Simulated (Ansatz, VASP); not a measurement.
**Cross-check of InBi between VASP and Ansatz**

Wanted: the spread between two codes on one cell, functional and k mesh. The cell is generated by rule, not measured, and may not be a known phase. The cell is taken from a series of runs on this material, whose earlier steps may have relaxed, scaled, displaced or heated it; both programs get it as it stands.

Method: plane waves, with VASP 6.6.1 beside it; zone-centre phonons at PBEsol, in Ansatz 0.2.0.

The structure was built from a prototype and need not be the compound's stable phase.

## Step 1: The structure

The structure is hexagonal, space group P6_3/mmc (No. 194). Conventional cell: a = 4.182 Å, b = 4.182 Å, c = 7.899 Å, α = 90.00°, β = 90.00°, γ = 120.00°. Nearest to In lie 6 Bi at 3.12 Å. Bi has 6 In at 3.12 Å nearest. Farther neighbours are not listed.

As a file:

```cif
data_structure
_symmetry_space_group_name_H-M 'P 1'
_symmetry_Int_Tables_number 1
_cell_length_a 4.1818
_cell_length_b 4.1818
_cell_length_c 7.8991
_cell_angle_alpha 90.000
_cell_angle_beta 90.000
_cell_angle_gamma 120.000
_cell_volume 119.63
loop_
_atom_site_label
_atom_site_type_symbol
_atom_site_fract_x
_atom_site_fract_y
_atom_site_fract_z
_atom_site_occupancy
In1 In 0.00000 0.00000 0.00000 1
In2 In 0.00000 0.00000 0.50000 1
Bi3 Bi 0.33333 0.66667 0.25000 1
Bi4 Bi 0.66667 0.33333 0.75000 1
```

## Step 2: VASP: zone-centre phonons, PBEsol

Second derivatives magnify differences that forces hide, and they need a tight electronic threshold.

Lines of VASP's logs that name or quote its potential files are left out, and so is its time.

File INCAR:

```
SYSTEM = InBi
PREC = Accurate
ENCUT = 500
EDIFF = 1E-08
NELM = 120
ISMEAR = 1
SIGMA = 0.2
LREAL = .FALSE.
ALGO = Normal
GGA = PS
NBANDS = 34
LORBIT = 11
LWAVE = .FALSE.
LCHARG = .FALSE.
ISIF = 2
IBRION = 8
LASPH = .TRUE.
GGA_COMPAT = .FALSE.
KPAR = 2
```

File POSCAR:

```
InBi
1.0
    4.1817776876      0.0000000000      0.0000000000
   -2.0908888438      3.6215257104      0.0000000000
    0.0000000000      0.0000000000      7.8990694207
In Bi
2 2
Direct
    0.0000000000      0.0000000000      0.0000000000
    0.0000000000      0.0000000000      0.5000000000
    0.3333333333      0.6666666667      0.2500000000
    0.6666666667      0.3333333333      0.7500000000
```

File KPOINTS:

```
Automatic mesh
0
Gamma
12 12 6
0 0 0
```

The projector-augmented-wave data sets are In_d and Bi_d (PBE family, release 64).

The run is started by

```sh
mpirun -np 2 vasp_std
```

Numbers of over 12 decimals in the logs are rounded to 6 here.

The log of the run:

```text
[banner, memory and clock lines left out]
running    2 mpi-ranks, on    1 nodes
 distrk:  each k-point on    1 cores,    2 groups
 distr:  one band on    1 cores,    1 groups

 POSCAR found type information on POSCAR InBi
 POSCAR found :  2 types and       4 ions
|                                                                             |
|               ----> ADVICE to this user running VASP <----                  |
|                                                                             |
|     You enforced a specific xc type in the INCAR file but a different       |
|     [... a line on the potential file left out ...]
|     I HOPE YOU KNOW WHAT YOU ARE DOING!                                     |
|                                                                             |

 LDA part: xc-table for (Slater+PW92), standard interpolation
 POSCAR, INCAR and KPOINTS ok, starting setup
 FFT: planning ... GRIDC
 FFT: planning ... GRID_SOFT
 FFT: planning ... GRID
 WAVECAR not read
 entering main loop
       N       E                     dE             d eps       ncg     rms          rms(c)
DAV:   1     0.599807633616E+03    0.59981E+03   -0.27843E+04  5168   0.209E+03
DAV:   2     0.524848889523E+02   -0.54732E+03   -0.54127E+03  5200   0.532E+02
DAV:   3    -0.113423962436E+02   -0.63827E+02   -0.63195E+02  5978   0.208E+02
DAV:   4    -0.142508211152E+02   -0.29084E+01   -0.28964E+01  6090   0.474E+01
DAV:   5    -0.144151787634E+02   -0.16436E+00   -0.16431E+00  8522   0.971E+00    0.356E+00
DAV:   6    -0.143191962069E+02    0.95983E-01   -0.21491E-01  6396   0.587E+00    0.182E+00
DAV:   7    -0.143019128535E+02    0.17283E-01   -0.77119E-02  6792   0.299E+00    0.382E-01
DAV:   8    -0.143009218475E+02    0.99101E-03   -0.89874E-03  6850   0.103E+00    0.156E-01
DAV:   9    -0.143008858833E+02    0.35964E-04   -0.61558E-04  7872   0.208E-01    0.430E-02
DAV:  10    -0.143008853003E+02    0.58295E-06   -0.48009E-05  5992   0.746E-02    0.127E-02
DAV:  11    -0.143008856778E+02   -0.37751E-06   -0.37724E-06  7944   0.176E-02    0.438E-03
DAV:  12    -0.143008850319E+02    0.64593E-06   -0.12765E-06  6698   0.126E-02    0.114E-03
DAV:  13    -0.143008850337E+02   -0.18372E-08   -0.38168E-08  4648   0.183E-03
   1 F= -.14300885E+02 E0= -.14301975E+02  d E =0.326979E-02
 Linear response reoptimize wavefunctions to high precision
DAV:   1    -0.143008850621E+02   -0.28354E-07   -0.18310E-08  5868   0.126E-03
DAV:   2    -0.143008850622E+02   -0.10550E-09   -0.98141E-10  3096   0.340E-04
DAV:   3    -0.143008850622E+02   -0.18190E-10   -0.26226E-10  3022   0.163E-04
 Linear response DOF=           4
 Linear response progress:
  Degree of freedom:   1/  4
       N       E                     dE             d eps       ncg     rms          rms(c)
RMM:   1    -0.233763740728E+00   -0.23376E+00   -0.13737E-01 21597   0.313E+00
RMM:   2    -0.235814020919E+00   -0.20503E-02   -0.14473E-02 25863   0.727E-01    0.585E-02
RMM:   3    -0.235891435874E+00   -0.77415E-04   -0.15948E-03 28445   0.240E-01    0.185E-02
RMM:   4    -0.235794018374E+00    0.97418E-04   -0.18449E-04 29535   0.914E-02    0.188E-02
RMM:   5    -0.235785460066E+00    0.85583E-05   -0.34362E-05 27601   0.412E-02    0.892E-03
RMM:   6    -0.235769660799E+00    0.15799E-04   -0.10083E-05 29707   0.190E-02    0.298E-03
RMM:   7    -0.235761580638E+00    0.80802E-05   -0.17685E-06 27370   0.811E-03    0.715E-04
RMM:   8    -0.235754524186E+00    0.70565E-05   -0.89084E-07 28396   0.351E-03    0.187E-03
RMM:   9    -0.235759190697E+00   -0.46665E-05   -0.19332E-07 29613   0.179E-03    0.504E-04
RMM:  10    -0.235760489914E+00   -0.12992E-05   -0.16171E-07 29585   0.875E-04    0.173E-04
RMM:  11    -0.235761019243E+00   -0.52933E-06   -0.58646E-09 29445   0.488E-04    0.318E-04
RMM:  12    -0.235759899852E+00    0.11194E-05   -0.27413E-08 30568   0.309E-04    0.960E-05
RMM:  13    -0.235759792813E+00    0.10704E-06   -0.56523E-08 30216   0.212E-04    0.699E-05
RMM:  14    -0.235759834103E+00   -0.41290E-07   -0.81751E-08 32062   0.157E-04    0.274E-05
RMM:  15    -0.235759869406E+00   -0.35303E-07   -0.99317E-08 31228   0.135E-04    0.786E-06
RMM:  16    -0.235759898140E+00   -0.28733E-07   -0.96724E-08 30461   0.121E-04    0.256E-06
RMM:  17    -0.235759899212E+00   -0.10725E-08   -0.11477E-07 27525   0.115E-04    0.394E-06
RMM:  18    -0.235759886256E+00    0.12956E-07   -0.11470E-07 28414   0.111E-04    0.179E-06
RMM:  19    -0.235759881985E+00    0.42711E-08   -0.14650E-07 25984   0.110E-04    0.429E-07
RMM:  20    -0.235759881716E+00    0.26919E-09   -0.12056E-07 24122   0.109E-04    0.429E-07
RMM:  21    -0.235759882242E+00   -0.52612E-09   -0.14736E-07 23154   0.108E-04    0.284E-07
RMM:  22    -0.235759881284E+00    0.95789E-09   -0.13789E-07 23078   0.108E-04    0.342E-07
RMM:  23    -0.235759880600E+00    0.68419E-09   -0.10899E-07 22751   0.108E-04    0.978E-08
 first order change of Fermi-energy   0.96411E-05
 force on displaced ion       1 direction 1 :  -2.401   0.000   0.000
 Linear response progress:
  Degree of freedom:   2/  4
       N       E                     dE             d eps       ncg     rms          rms(c)
RMM:   1    -0.246141363410E+00   -0.24614E+00   -0.13879E-01  8993   0.320E+00
RMM:   2    -0.247336924322E+00   -0.11956E-02   -0.16405E-02 10263   0.901E-01    0.735E-02
RMM:   3    -0.247212400590E+00    0.12452E-03   -0.20707E-03 10831   0.350E-01    0.270E-02
RMM:   4    -0.247103909529E+00    0.10849E-03   -0.33713E-04 11717   0.141E-01    0.226E-02
RMM:   5    -0.247075267281E+00    0.28642E-04   -0.59995E-05 11446   0.600E-02    0.150E-02
RMM:   6    -0.247056352639E+00    0.18915E-04   -0.38472E-05 11912   0.268E-02    0.162E-03
RMM:   7    -0.247056324227E+00    0.28413E-07    0.98930E-06 11747   0.114E-02    0.106E-03
RMM:   8    -0.247061979246E+00   -0.56550E-05   -0.48663E-06 11792   0.491E-03    0.648E-04
RMM:   9    -0.247059363671E+00    0.26156E-05    0.21347E-06 11549   0.232E-03    0.436E-04
RMM:  10    -0.247059543291E+00   -0.17962E-06   -0.29407E-07 12207   0.113E-03    0.332E-04
RMM:  11    -0.247059553198E+00   -0.99066E-08   -0.44375E-07 11365   0.625E-04    0.107E-04
RMM:  12    -0.247059624186E+00   -0.70988E-07   -0.91445E-08 11760   0.366E-04    0.252E-05
RMM:  13    -0.247059655060E+00   -0.30874E-07   -0.28932E-07 12858   0.223E-04    0.790E-06
RMM:  14    -0.247059668815E+00   -0.13756E-07   -0.94793E-08 12384   0.155E-04    0.608E-06
RMM:  15    -0.247059651280E+00    0.17536E-07    0.15416E-07 12466   0.125E-04    0.393E-06
RMM:  16    -0.247059653969E+00   -0.26896E-08   -0.17616E-08 12835   0.110E-04    0.187E-06
 first order change of Fermi-energy   0.94460E-05
 force on displaced ion       1 direction 3 :  -0.000  -0.000  -3.877
 Linear response progress:
  Degree of freedom:   3/  4
       N       E                     dE             d eps       ncg     rms          rms(c)
RMM:   1    -0.324659981207E+00   -0.32466E+00    0.26347E-01 30234   0.620E+00
RMM:   2    -0.333295245806E+00   -0.86353E-02   -0.38698E-02 31945   0.107E+00    0.435E-02
RMM:   3    -0.333765471945E+00   -0.47023E-03   -0.48843E-03 34980   0.394E-01    0.213E-02
RMM:   4    -0.333706287719E+00    0.59184E-04   -0.76086E-04 36496   0.163E-01    0.953E-03
RMM:   5    -0.333753772787E+00   -0.47485E-04   -0.16813E-04 36577   0.711E-02    0.523E-03
RMM:   6    -0.333786411036E+00   -0.32638E-04   -0.26834E-05 36949   0.288E-02    0.167E-03
RMM:   7    -0.333799743894E+00   -0.13333E-04   -0.24194E-06 36539   0.122E-02    0.747E-04
RMM:   8    -0.333798747793E+00    0.99610E-06   -0.66388E-07 36116   0.521E-03    0.380E-04
RMM:   9    -0.333797778108E+00    0.96969E-06   -0.32342E-07 36267   0.242E-03    0.995E-05
RMM:  10    -0.333797156550E+00    0.62156E-06   -0.37832E-07 37125   0.113E-03    0.816E-05
RMM:  11    -0.333797117597E+00    0.38953E-07   -0.13607E-07 37556   0.573E-04    0.805E-05
RMM:  12    -0.333797314955E+00   -0.19736E-06    0.11682E-09 37747   0.347E-04    0.173E-04
RMM:  13    -0.333797142291E+00    0.17266E-06    0.21562E-08 36772   0.265E-04    0.189E-05
RMM:  14    -0.333797209033E+00   -0.66742E-07   -0.23530E-08 39011   0.208E-04    0.149E-05
RMM:  15    -0.333797310639E+00   -0.10161E-06    0.13094E-08 38583   0.183E-04    0.798E-06
RMM:  16    -0.333797482294E+00   -0.17165E-06    0.47277E-09 39745   0.175E-04    0.325E-06
RMM:  17    -0.333797459241E+00    0.23052E-07    0.44575E-08 38478   0.167E-04    0.215E-06
RMM:  18    -0.333797505395E+00   -0.46153E-07    0.74395E-09 36991   0.164E-04    0.145E-06
RMM:  19    -0.333797517220E+00   -0.11825E-07    0.49311E-08 35859   0.163E-04    0.702E-07
RMM:  20    -0.333797513707E+00    0.35123E-08    0.89726E-09 33182   0.162E-04    0.615E-07
 first order change of Fermi-energy  -0.25635E-04
 force on displaced ion       3 direction 1 :  -2.538  -0.001   0.000
 Linear response progress:
  Degree of freedom:   4/  4
       N       E                     dE             d eps       ncg     rms          rms(c)
RMM:   1    -0.351815449984E+00   -0.35182E+00    0.24443E-01 10199   0.608E+00
RMM:   2    -0.360587535277E+00   -0.87721E-02   -0.34405E-02 10077   0.121E+00    0.796E-02
RMM:   3    -0.361285934967E+00   -0.69840E-03   -0.44814E-03 11254   0.422E-01    0.324E-02
RMM:   4    -0.361200659540E+00    0.85275E-04   -0.69184E-04 12299   0.167E-01    0.113E-02
RMM:   5    -0.361208857626E+00   -0.81981E-05   -0.12763E-04 12374   0.693E-02    0.551E-03
RMM:   6    -0.361220402568E+00   -0.11545E-04   -0.41297E-05 12077   0.282E-02    0.446E-03
RMM:   7    -0.361228684993E+00   -0.82824E-05   -0.12535E-05 12212   0.125E-02    0.354E-03
RMM:   8    -0.361229199593E+00   -0.51460E-06   -0.63093E-06 12260   0.548E-03    0.165E-03
RMM:   9    -0.361229336471E+00   -0.13688E-06   -0.31453E-06 12782   0.247E-03    0.801E-04
RMM:  10    -0.361229011949E+00    0.32452E-06   -0.13615E-06 12256   0.109E-03    0.147E-03
RMM:  11    -0.361229352378E+00   -0.34043E-06   -0.10124E-06 12104   0.620E-04    0.148E-03
RMM:  12    -0.361229735701E+00   -0.38332E-06   -0.37018E-07 12578   0.411E-04    0.895E-04
RMM:  13    -0.361229890407E+00   -0.15471E-06   -0.37541E-07 12938   0.285E-04    0.777E-04
RMM:  14    -0.361230123057E+00   -0.23265E-06    0.11796E-07 12402   0.246E-04    0.506E-04
[...]
RMM:  23    -0.361230509363E+00    0.16822E-09    0.14758E-07 10481   0.182E-04    0.856E-07
RMM:  24    -0.361230509925E+00   -0.56264E-09    0.17975E-07 10389   0.182E-04    0.268E-07
RMM:  25    -0.361230507150E+00    0.27756E-08    0.16293E-07 10221   0.182E-04    0.230E-07
RMM:  26    -0.361230508302E+00   -0.11525E-08    0.16383E-07 10150   0.182E-04    0.175E-07
RMM:  27    -0.361230506974E+00    0.13288E-08    0.17923E-07 10139   0.182E-04    0.194E-07
RMM:  28    -0.361230509352E+00   -0.23788E-08    0.23950E-07 10168   0.182E-04    0.134E-07
RMM:  29    -0.361230509427E+00   -0.74732E-10    0.17848E-07 10188   0.182E-04    0.158E-07
RMM:  30    -0.361230509086E+00    0.34150E-09    0.22998E-07 10204   0.182E-04    0.996E-08
 first order change of Fermi-energy   0.60829E-04
 force on displaced ion       3 direction 3 :  -0.000   0.000  -3.341
 Linear response finished
```

(Continued in part 2 of 2.)

[Lines on the potential files, build, host, timing and source positions are cut from VASP's logs without a mark.]

[Logs are printed without paths, hosts, clocks, repeated set-up lines and the standing remarks that a program may print on its own settings, such as how far it seeks lower states.]

[Hosts, paths, dates, database ids (printed as entryN), source tags and the programs' standing remarks are cut or masked in the printed files.]
